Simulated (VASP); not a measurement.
Here is the system:

```
CELL_PARAMETERS angstrom
      1.60674    -2.78296     0.00000
      1.60674     2.78296     0.00000
      0.00000     0.00000    12.52479
ATOMIC_POSITIONS crystal
  W  0.33333 0.66667 0.25000
  W  0.66667 0.33333 0.75000
  Se 0.33333 0.66667 0.88190
  Se 0.66667 0.33333 0.38190
  Se 0.66667 0.33333 0.11810
  Se 0.33333 0.66667 0.61810
```

Method: PBE GGA with D3 dispersion (Becke-Johnson damping), VASP's PBE PAW potentials (set 64) (plane waves; VASP 6.6.1). Settings: 520 eV cut-off, 8×8×2 Γ-centred mesh, Gaussian smearing of 0.050 eV, potentials W_sv Se.

Q: The ions and cell shape at fixed volume are relaxed. What does this cell relax into?

A: 
```
CELL_PARAMETERS angstrom
      1.61899    -2.80418     0.00000
      1.61899     2.80418     0.00000
      0.00000     0.00000    12.33595
ATOMIC_POSITIONS crystal
  W  0.33333 0.66667 0.25000
  W  0.66667 0.33333 0.75000
  Se 0.33333 0.66667 0.88718
  Se 0.66667 0.33333 0.38718
  Se 0.66667 0.33333 0.11282
  Se 0.33333 0.66667 0.61282
```
Space group P6_3/mmc (194), at a tolerance of 0.03 Å.

Q: How much energy does the relaxation gain?

A: The energy (σ→0) changes by -21.9 meV/atom, in 7 ionic steps.

```csv
step,E(σ→0) (eV),max force (eV/Å),pressure (GPa),volume (Å³)
1,-45.7126,1.095,10.24,112.01
2,-45.8064,0.106,4.67,112.01
3,-45.8106,0.089,5.57,112.01
4,-45.8389,0.046,4.74,112.01
5,-45.8438,0.016,4.27,112.01
6,-45.8438,0.014,4.24,112.01
7,-45.8438,0.009,4.15,112.01
```

The compound is WSe2 in the 2H layered structure. This cell is one point of a volume scan, at 0.94 of the reference volume. Symmetry was kept, so distortions that lower it aren't found.
